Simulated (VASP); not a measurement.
OSZICAR of a VASP run on BaZrO3 (cubic perovskite):

File OSZICAR:
```
...
DAV:  99     0.592829820914E+03    0.12682E+01   -0.71976E+01   560   0.654E+01    0.479E+00
DAV: 100     0.593508507889E+03    0.67869E+00   -0.53586E+00   600   0.167E+01    0.439E+00
DAV: 101     0.593940673955E+03    0.43217E+00   -0.80565E-01   560   0.730E+00    0.437E+00
DAV: 102     0.595821495565E+03    0.18808E+01   -0.27036E+01   480   0.390E+01    0.352E+00
DAV: 103     0.588767414875E+03   -0.70541E+01   -0.52051E+01   584   0.484E+01    0.423E+00
DAV: 104     0.500833840311E+03   -0.87934E+02   -0.54427E+02   656   0.114E+02    0.162E+01
DAV: 105     0.602055648353E+03    0.10122E+03   -0.11322E+03   608   0.166E+02    0.300E+00
DAV: 106     0.588594254430E+03   -0.13461E+02   -0.17451E+02   504   0.926E+01    0.510E+00
DAV: 107     0.594872801077E+03    0.62785E+01   -0.75553E+01   568   0.555E+01    0.250E+00
DAV: 108     0.595486289236E+03    0.61349E+00   -0.10902E+01   560   0.212E+01    0.286E+00
DAV: 109     0.595432655893E+03   -0.53633E-01   -0.11069E+01   504   0.217E+01    0.209E+00
DAV: 110     0.594659373781E+03   -0.77328E+00   -0.51427E+00   504   0.150E+01    0.229E+00
DAV: 111     0.594577786199E+03   -0.81588E-01   -0.18491E+00   520   0.905E+00    0.209E+00
DAV: 112     0.584089659610E+03   -0.10488E+02   -0.98378E+01   568   0.667E+01    0.465E+00
DAV: 113     0.595015350334E+03    0.10926E+02   -0.10733E+02   496   0.639E+01    0.212E+00
DAV: 114     0.592458276310E+03   -0.25571E+01   -0.14227E+01   488   0.261E+01    0.298E+00
DAV: 115     0.593588383743E+03    0.11301E+01   -0.52998E+00   544   0.148E+01    0.211E+00
DAV: 116     0.593494118979E+03   -0.94265E-01   -0.20425E-01   544   0.292E+00    0.216E+00
DAV: 117     0.593486742851E+03   -0.73761E-02   -0.14641E-01   488   0.284E+00    0.202E+00
DAV: 118     0.593333643311E+03   -0.15310E+00   -0.38351E-01   496   0.426E+00    0.191E+00
DAV: 119     0.593291517909E+03   -0.42125E-01   -0.20487E-01   504   0.298E+00    0.204E+00
DAV: 120     0.593237008964E+03   -0.54509E-01   -0.82628E-01   496   0.606E+00    0.223E+00
DAV: 121     0.593104788821E+03   -0.13222E+00   -0.32422E-01   520   0.379E+00    0.235E+00
DAV: 122     0.592723370833E+03   -0.38142E+00   -0.69177E-01   560   0.571E+00    0.269E+00
DAV: 123     0.592755483734E+03    0.32113E-01   -0.10168E-01   544   0.217E+00    0.265E+00
DAV: 124     0.592878817573E+03    0.12333E+00   -0.16154E+00   528   0.820E+00    0.233E+00
DAV: 125     0.592833571401E+03   -0.45246E-01   -0.32799E-02   544   0.117E+00    0.239E+00
DAV: 126     0.592723985471E+03   -0.10959E+00   -0.33534E-01   480   0.382E+00    0.226E+00
DAV: 127     0.592688724123E+03   -0.35261E-01   -0.94693E-02   496   0.237E+00    0.222E+00
DAV: 128     0.592673916451E+03   -0.14808E-01   -0.16733E-03   640   0.297E-01    0.222E+00
DAV: 129     0.592764899394E+03    0.90983E-01   -0.35561E-02   544   0.142E+00    0.230E+00
DAV: 130     0.592770506522E+03    0.56071E-02   -0.54446E-02   488   0.168E+00    0.234E+00
DAV: 131     0.592675242890E+03   -0.95264E-01   -0.40782E-02   584   0.134E+00    0.222E+00
DAV: 132     0.592184709384E+03   -0.49053E+00   -0.27204E+00   536   0.104E+01    0.180E+00
DAV: 133     0.553190725699E+03   -0.38994E+02   -0.45068E+02   608   0.142E+02    0.109E+01
DAV: 134     0.595834128168E+03    0.42643E+02   -0.35430E+02   512   0.102E+02    0.289E+00
DAV: 135     0.578105296119E+03   -0.17729E+02   -0.85648E+01   576   0.602E+01    0.549E+00
DAV: 136     0.593573714888E+03    0.15468E+02   -0.12217E+02   544   0.626E+01    0.141E+00
DAV: 137     0.592537300677E+03   -0.10364E+01   -0.11804E+01   592   0.123E+01    0.212E+00
DAV: 138     0.592190133318E+03   -0.34717E+00   -0.67892E-01   544   0.577E+00    0.211E+00
DAV: 139     0.592116903848E+03   -0.73229E-01   -0.53849E-01   536   0.503E+00    0.202E+00
DAV: 140     0.592148246005E+03    0.31342E-01   -0.16190E-02   576   0.109E+00    0.198E+00
DAV: 141     0.592185603447E+03    0.37357E-01   -0.81817E-01   480   0.101E+01    0.195E+00
DAV: 142     0.591595988125E+03   -0.58962E+00   -0.13460E+00   536   0.910E+00    0.173E+00
DAV: 143     0.236193687527E+03   -0.35540E+03   -0.36543E+03   696   0.395E+02    0.238E+01
DAV: 144     0.623821462456E+03    0.38763E+03   -0.21778E+03   512   0.295E+02    0.422E+00
DAV: 145     0.596111895094E+03   -0.27710E+02   -0.27974E+02   584   0.835E+01    0.302E+00
DAV: 146     0.592998968007E+03   -0.31129E+01   -0.16533E+01   520   0.238E+01    0.183E+00
DAV: 147     0.592427626065E+03   -0.57134E+00   -0.20993E+00   584   0.102E+01    0.150E+00
DAV: 148     0.591301135018E+03   -0.11265E+01   -0.18749E+01   552   0.293E+01    0.231E+00
DAV: 149     0.555028871949E+03   -0.36272E+02   -0.26951E+02   664   0.943E+01    0.107E+01
DAV: 150     0.273297545266E+03   -0.28173E+03   -0.11795E+03   632   0.191E+02    0.249E+01
DAV: 151     0.608468482450E+03    0.33517E+03   -0.14536E+03   480   0.390E+02    0.831E+00
DAV: 152     0.591272569493E+03   -0.17196E+02   -0.28963E+02   480   0.104E+02    0.260E+00
DAV: 153     0.583860541229E+03   -0.74120E+01   -0.17111E+01   672   0.269E+01    0.374E+00
DAV: 154    -0.291904576710E+03   -0.87577E+03   -0.72550E+03   616   0.578E+02    0.288E+01
DAV: 155     0.601222396367E+03    0.89313E+03   -0.18041E+03   576   0.289E+02    0.103E+01
DAV: 156     0.588716461500E+03   -0.12506E+02   -0.43962E+02   584   0.129E+02    0.322E+00
DAV: 157     0.589036464271E+03    0.32000E+00   -0.17520E+01   624   0.258E+01    0.215E+00
DAV: 158     0.589069098972E+03    0.32635E-01   -0.17246E+00   576   0.113E+01    0.200E+00
DAV: 159     0.589019088173E+03   -0.50011E-01   -0.88181E-01   576   0.102E+01    0.207E+00
DAV: 160     0.589415188898E+03    0.39610E+00   -0.29907E+00   544   0.135E+01    0.162E+00
DAV: 161     0.589340749330E+03   -0.74440E-01   -0.10396E+00   528   0.759E+00    0.144E+00
DAV: 162     0.587167395994E+03   -0.21734E+01   -0.86321E+00   528   0.210E+01    0.232E+00
DAV: 163     0.588740601512E+03    0.15732E+01   -0.64368E+00   544   0.174E+01    0.135E+00
DAV: 164     0.588859978319E+03    0.11938E+00   -0.21508E+00   480   0.105E+01    0.929E-01
DAV: 165     0.588792014868E+03   -0.67963E-01   -0.37927E-02   584   0.140E+00    0.968E-01
DAV: 166     0.588766593376E+03   -0.25421E-01   -0.11105E-01   544   0.235E+00    0.853E-01
DAV: 167     0.588821437528E+03    0.54844E-01   -0.30934E-01   592   0.421E+00    0.730E-01
DAV: 168     0.588802250231E+03   -0.19187E-01   -0.11532E-01   568   0.228E+00    0.630E-01
DAV: 169     0.588848648308E+03    0.46398E-01   -0.12114E-02   488   0.760E-01    0.648E-01
DAV: 170     0.588861169636E+03    0.12521E-01   -0.26073E-02   544   0.109E+00    0.687E-01
DAV: 171     0.588789866602E+03   -0.71303E-01   -0.67710E-02   520   0.172E+00    0.805E-01
DAV: 172     0.588858485619E+03    0.68619E-01   -0.11281E-01   512   0.238E+00    0.926E-01
DAV: 173     0.588807630846E+03   -0.50855E-01   -0.30533E-03   608   0.403E-01    0.938E-01
DAV: 174     0.588862903187E+03    0.55272E-01   -0.36283E-02   512   0.145E+00    0.971E-01
DAV: 175     0.588848077039E+03   -0.14826E-01   -0.17664E-02   528   0.932E-01    0.921E-01
DAV: 176     0.588882784037E+03    0.34707E-01   -0.24858E-02   600   0.116E+00    0.858E-01
DAV: 177     0.588891813529E+03    0.90295E-02   -0.22737E-01   560   0.310E+00    0.631E-01
DAV: 178     0.588898670181E+03    0.68567E-02   -0.21201E-03   680   0.251E-01    0.613E-01
DAV: 179     0.588880473120E+03   -0.18197E-01   -0.15159E-01   560   0.268E+00    0.756E-01
DAV: 180     0.588887770974E+03    0.72979E-02   -0.45527E-04   608   0.161E-01    0.751E-01
DAV: 181     0.588887314578E+03   -0.45640E-03   -0.47124E-05   616   0.450E-02    0.753E-01
DAV: 182     0.588940499437E+03    0.53185E-01   -0.81194E-02   504   0.223E+00    0.712E-01
DAV: 183     0.588951703548E+03    0.11204E-01   -0.67978E-03   568   0.621E-01    0.697E-01
DAV: 184     0.589176214287E+03    0.22451E+00   -0.14139E-01   592   0.270E+00    0.612E-01
DAV: 185     0.589249150238E+03    0.72936E-01   -0.43326E-02   480   0.154E+00    0.619E-01
DAV: 186     0.589249992201E+03    0.84196E-03   -0.22087E-03   608   0.318E-01    0.616E-01
DAV: 187     0.588858567324E+03   -0.39142E+00   -0.55997E-01   600   0.480E+00    0.102E+00
DAV: 188     0.588774418339E+03   -0.84149E-01   -0.37211E-01   488   0.421E+00    0.889E-01
DAV: 189     0.588559196274E+03   -0.21522E+00   -0.29902E-01   544   0.388E+00    0.891E-01
DAV: 190     0.588386427974E+03   -0.17277E+00   -0.11608E-01   520   0.244E+00    0.918E-01
DAV: 191     0.588343423199E+03   -0.43005E-01   -0.37332E-02   584   0.133E+00    0.916E-01
DAV: 192     0.588383484665E+03    0.40061E-01   -0.27321E-01   480   0.356E+00    0.973E-01
DAV: 193     0.588366733768E+03   -0.16751E-01   -0.10893E-02   592   0.727E-01    0.967E-01
DAV: 194     0.588347099052E+03   -0.19635E-01   -0.46095E-02   544   0.139E+00    0.958E-01
DAV: 195     0.588342175799E+03   -0.49233E-02   -0.11285E-03   664   0.201E-01    0.956E-01
DAV: 196     0.588341620443E+03   -0.55536E-03   -0.11589E-02   600   0.672E-01    0.940E-01
DAV: 197     0.588355965249E+03    0.14345E-01   -0.55124E-01   576   0.465E+00    0.101E+00
DAV: 198     0.588394692604E+03    0.38727E-01   -0.21560E-02   552   0.937E-01    0.978E-01
DAV: 199     0.588331875004E+03   -0.62818E-01   -0.18483E-02   496   0.120E+00    0.969E-01
DAV: 200     0.588247222886E+03   -0.84652E-01   -0.24496E-02   496   0.112E+00
   1 F= 0.58824722E+03 E0= 0.58824722E+03  d E =-.726788E-28
       N       E                     dE             ncg
       N       E                     dE             ncg
       N       E                     dE             ncg
       N       E                     dE             ncg
       N       E                     dE             ncg
       N       E                     dE             ncg
       N       E                     dE             ncg
```

**Question.** Which electronic solver shows in the log?

**Answer.** It is blocked Davidson (ALGO = Normal, or the opening steps of other solvers). The INCAR had ALGO = Normal.

**Question.** Can the final energy be trusted as converged?

**Answer.** The run did not converge; its last values are not results. It stopped with EDIFF = 1E-6, NELM = 200 (modified Becke-Johnson potential (mBJ), plane waves, VASP's PBE PAW potentials (set 64)). mBJ is a potential without an energy functional, so only the levels count.

The compound is BaZrO3 in the cubic perovskite structure. It was relaxed first. The cell's shape comes from a PBE relaxation.
